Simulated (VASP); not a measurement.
Level of theory: r2SCAN meta-GGA, VASP's PBE PAW potentials (set 64) (plane waves; VASP).

VASP ran on this input.

File POSCAR:
```
Sn2GeTe3
1
    4.3873357052     0.0000000000     0.0000000000
   -2.1936678526     3.7995439566     0.0000000000
    0.0000000000     0.0000000000    10.9256351083
Sn Ge Te
2 1 3
Direct
  0.3333330000   0.6666670000   0.8256210179
  0.6666670000   0.3333330000   0.1743789821
  0.0000000000   1.0000000000   0.5000000000
  0.3333330000   0.6666670000   0.3488811103
  0.6666670000   0.3333330000   0.6511188897
  0.0000000000   1.0000000000   0.0000000000
```

File KPOINTS:
```
kpoints
0
gamma
  5 5 2
0 0 0
```

**INCAR**
```
SYSTEM = Sn2GeTe3
PREC = Accurate
ENCUT = 400
EDIFF = 1E-6
NELM = 100
ALGO = Normal
LREAL = .FALSE.
LASPH = .TRUE.
ISMEAR = 0
SIGMA = 0.05
METAGGA = R2SCAN
LMIXTAU = .TRUE.
LMAXMIX = 4
LWAVE = .FALSE.
LCHARG = .FALSE.
IBRION = 2
ISIF = 3
NSW = 60
EDIFFG = -0.02
```

POTCAR, in this order: Sn_d Ge_d Te (PBE.64 set). Program: vasp_std.

What VASP printed:

**OSZICAR**
```
       N       E                     dE             d eps       ncg     rms          rms(c)
DAV:   1     0.394432183285E+03    0.39443E+03   -0.24909E+04   816   0.215E+03
DAV:   2    -0.609143079490E+02   -0.45535E+03   -0.44573E+03   736   0.590E+02
DAV:   3    -0.144104387433E+03   -0.83190E+02   -0.81073E+02   888   0.188E+02
DAV:   4    -0.149002088948E+03   -0.48977E+01   -0.48653E+01   824   0.508E+01
DAV:   5    -0.149155789245E+03   -0.15370E+00   -0.15347E+00  1028   0.931E+00    0.777E+00
DAV:   6    -0.146306273773E+03    0.28495E+01   -0.12755E+00   928   0.132E+01    0.543E+00
DAV:   7    -0.138174156525E+03    0.81321E+01   -0.23140E+00   768   0.865E+00    0.166E+00
DAV:   8    -0.140419117519E+03   -0.22450E+01   -0.24807E+00   756   0.887E+00    0.157E+00
DAV:   9    -0.140483022026E+03   -0.63905E-01   -0.12708E-01   808   0.210E+00    0.742E-01
DAV:  10    -0.140482805561E+03    0.21647E-03   -0.32886E-03   984   0.280E-01    0.768E-01
DAV:  11    -0.140526547886E+03   -0.43742E-01   -0.34231E-02   760   0.113E+00    0.781E-01
DAV:  12    -0.140401232989E+03    0.12531E+00   -0.32609E-01   780   0.310E+00    0.158E+00
DAV:  13    -0.140503006868E+03   -0.10177E+00   -0.37202E-02   764   0.107E+00    0.139E+00
DAV:  14    -0.140563345411E+03   -0.60339E-01   -0.34833E-02   776   0.106E+00    0.109E+00
DAV:  15    -0.140565847219E+03   -0.25018E-02   -0.72434E-03   748   0.529E-01    0.130E+00
DAV:  16    -0.140567364469E+03   -0.15173E-02   -0.61033E-04   776   0.154E-01    0.139E+00
DAV:  17    -0.140566554469E+03    0.81000E-03   -0.20503E-04   772   0.893E-02    0.150E+00
DAV:  18    -0.140567257997E+03   -0.70353E-03   -0.39256E-04   760   0.110E-01    0.161E+00
DAV:  19    -0.140567318366E+03   -0.60369E-04   -0.27609E-05   812   0.336E-02    0.157E+00
DAV:  20    -0.140567299463E+03    0.18903E-04   -0.40003E-06   716   0.137E-02    0.156E+00
DAV:  21    -0.140567617824E+03   -0.31836E-03   -0.78557E-04   792   0.219E-01    0.106E+00
DAV:  22    -0.140568268349E+03   -0.65053E-03   -0.64241E-04   776   0.159E-01    0.583E-01
DAV:  23    -0.140567702730E+03    0.56562E-03   -0.46627E-04   792   0.128E-01    0.329E-01
DAV:  24    -0.140567662965E+03    0.39765E-04   -0.52444E-05   764   0.332E-02    0.228E-01
DAV:  25    -0.140568421732E+03   -0.75877E-03   -0.27850E-04   760   0.912E-02    0.156E-01
DAV:  26    -0.140568488774E+03   -0.67042E-04   -0.63976E-05   772   0.414E-02    0.377E-02
DAV:  27    -0.140568492081E+03   -0.33077E-05   -0.84288E-06   732   0.196E-02    0.165E-02
DAV:  28    -0.140568511358E+03   -0.19276E-04   -0.20744E-06   592   0.108E-02    0.136E-02
DAV:  29    -0.140568509262E+03    0.20957E-05   -0.29098E-06   608   0.117E-02    0.349E-03
DAV:  30    -0.140568515451E+03   -0.61896E-05   -0.61921E-07   408   0.557E-03    0.192E-03
DAV:  31    -0.140568515890E+03   -0.43825E-06   -0.25812E-07   408   0.335E-03
   1 F= -.14056852E+03 E0= -.14056850E+03  d E =-.140569E+03
       N       E                     dE             d eps       ncg     rms          rms(c)
DAV:   1    -0.140573766281E+03   -0.52508E-02   -0.12537E-01   856   0.345E+00    0.428E-01
DAV:   2    -0.140570232519E+03    0.35338E-02   -0.85382E-03   896   0.110E+00    0.220E-01
DAV:   3    -0.140569097980E+03    0.11345E-02   -0.30565E-03   912   0.587E-01    0.566E-02
DAV:   4    -0.140569047340E+03    0.50640E-04   -0.76816E-04   740   0.208E-01    0.255E-02
DAV:   5    -0.140569153783E+03   -0.10644E-03   -0.27639E-04   744   0.103E-01    0.135E-02
DAV:   6    -0.140569182456E+03   -0.28673E-04   -0.37522E-05   784   0.381E-02    0.669E-03
DAV:   7    -0.140569179595E+03    0.28614E-05   -0.46564E-06   724   0.157E-02    0.328E-03
DAV:   8    -0.140569184825E+03   -0.52301E-05   -0.14343E-06   540   0.951E-03    0.141E-03
DAV:   9    -0.140569179151E+03    0.56742E-05   -0.11264E-06   496   0.825E-03    0.635E-04
DAV:  10    -0.140569183837E+03   -0.46859E-05   -0.42688E-07   396   0.491E-03    0.520E-04
DAV:  11    -0.140569182906E+03    0.93045E-06   -0.25716E-08   396   0.148E-03
   2 F= -.14056918E+03 E0= -.14056918E+03  d E =-.667016E-03
       N       E                     dE             d eps       ncg     rms          rms(c)
DAV:   1    -0.140570757011E+03   -0.15732E-02   -0.40742E-02   856   0.196E+00    0.244E-01
DAV:   2    -0.140569610309E+03    0.11467E-02   -0.27628E-03   896   0.647E-01    0.126E-01
DAV:   3    -0.140569236327E+03    0.37398E-03   -0.10146E-03   920   0.352E-01    0.324E-02
DAV:   4    -0.140569223197E+03    0.13130E-04   -0.26947E-04   744   0.123E-01    0.146E-02
DAV:   5    -0.140569251783E+03   -0.28586E-04   -0.92045E-05   744   0.595E-02    0.783E-03
DAV:   6    -0.140569262823E+03   -0.11040E-04   -0.12248E-05   688   0.220E-02    0.385E-03
DAV:   7    -0.140569260934E+03    0.18893E-05   -0.14542E-06   488   0.930E-03    0.165E-03
DAV:   8    -0.140569264037E+03   -0.31035E-05   -0.63598E-07   400   0.671E-03    0.694E-04
DAV:   9    -0.140569260932E+03    0.31056E-05   -0.43807E-07   396   0.487E-03    0.496E-04
DAV:  10    -0.140569263476E+03   -0.25440E-05   -0.14324E-07   396   0.287E-03    0.368E-04
DAV:  11    -0.140569262161E+03    0.13147E-05   -0.26269E-08   396   0.148E-03    0.985E-05
DAV:  12    -0.140569262968E+03   -0.80658E-06   -0.10181E-08   396   0.921E-04
   3 F= -.14056926E+03 E0= -.14056926E+03  d E =-.747078E-03
       N       E                     dE             d eps       ncg     rms          rms(c)
DAV:   1    -0.140571665143E+03   -0.24030E-02   -0.70750E-02   828   0.217E+00    0.303E-01
DAV:   2    -0.140570068462E+03    0.15967E-02   -0.45100E-03   928   0.770E-01    0.168E-01
DAV:   3    -0.140569477657E+03    0.59081E-03   -0.12125E-03   972   0.402E-01    0.414E-02
DAV:   4    -0.140569468071E+03    0.95865E-05   -0.39815E-04   772   0.162E-01    0.173E-02
DAV:   5    -0.140569518607E+03   -0.50537E-04   -0.11737E-04   772   0.753E-02    0.880E-03
DAV:   6    -0.140569524485E+03   -0.58774E-05   -0.17166E-05   776   0.285E-02    0.427E-03
DAV:   7    -0.140569527507E+03   -0.30226E-05   -0.26949E-06   612   0.115E-02    0.165E-03
DAV:   8    -0.140569524767E+03    0.27405E-05   -0.86269E-07   432   0.758E-03    0.741E-04
DAV:   9    -0.140569527217E+03   -0.24504E-05   -0.46089E-07   404   0.536E-03    0.479E-04
DAV:  10    -0.140569526020E+03    0.11975E-05   -0.12368E-07   396   0.275E-03    0.333E-04
DAV:  11    -0.140569526484E+03   -0.46433E-06   -0.14598E-08   396   0.113E-03
   4 F= -.14056953E+03 E0= -.14056952E+03  d E =-.263516E-03
```

### OUTCAR
```
------------------------ aborting loop because EDIFF is reached ----------------------------------------
  FORCE on cell =-STRESS in cart. coord.  units (eV):
  Direction    XX          YY          ZZ          XY          YZ          ZX
  --------------------------------------------------------------------------------------
  Total       -0.0275396     -0.0275396     -0.0225429      0.0000000      0.0000000     -0.0000000
  in kB       -0.2415850     -0.2415849     -0.1977522      0.0000000      0.0000000     -0.0000000
  external PRESSURE =      -0.2269740 kB  Pullay stress =       0.0000000 kB
  volume of cell :      182.64
      direct lattice vectors                 reciprocal lattice vectors
     4.401912201  0.000000000 -0.000000000     0.227173999  0.131158977 -0.000000000
    -2.200956100  3.812167570 -0.000000000    -0.000000000  0.262317955 -0.000000000
    -0.000000000  0.000000000 10.883918069     0.000000000  0.000000000  0.091878678
 POSITION                                       TOTAL-FORCE (eV/Angst)
 -----------------------------------------------------------------------------------
     -0.00000      2.54145      8.98625         0.000000      0.000000      0.003469
      2.20096      1.27072      1.89767        -0.000000     -0.000000     -0.003469
     -0.00000      0.00000      5.44196        -0.000000     -0.000000     -0.000000
     -0.00000      2.54145      3.79464        -0.000000      0.000000     -0.008648
      2.20096      1.27072      7.08928         0.000000     -0.000000      0.008648
      0.00000      0.00000      0.00000        -0.000000     -0.000000     -0.000000
 -----------------------------------------------------------------------------------
    total drift:                                0.000000     -0.000000      0.000000
  FREE ENERGIE OF THE ION-ELECTRON SYSTEM (eV)
  ---------------------------------------------------
  free  energy   TOTEN  =      -140.5695264838 eV

  energy  without entropy=     -140.5695173482  energy(sigma->0) =     -140.56952192

 reached required accuracy - stopping structural energy minimisation
```
(Selected blocks of OUTCAR.)

File CONTCAR:
```
Sn2GeTe3
   1.00000000000000
     4.4019122009593232    0.0000000000000000   -0.0000000000000000
    -2.2009561004796616    3.8121675700437168   -0.0000000000000000
    -0.0000000000000000    0.0000000000000000   10.8839180686025419
  Sn              Ge              Te
     2     1     3
Direct
     0.3333330000000032    0.6666669999999968    0.8256446190688255
     0.6666669999999968    0.3333330000000032    0.1743553809311745
     0.0000000000000000    0.0000000000000000    0.5000000000000000
     0.3333330000000032    0.6666669999999968    0.3486462092727159
     0.6666669999999968    0.3333330000000032    0.6513537907272841
     0.0000000000000000    0.0000000000000000    0.0000000000000000
```

The structure comes from a computed database's Sn2GeTe3 entry (P-3m1); how it stands against other phases isn't given here. This run relaxes it. Symmetry was kept, so distortions that lower it aren't found. The start is the result of an earlier pass.
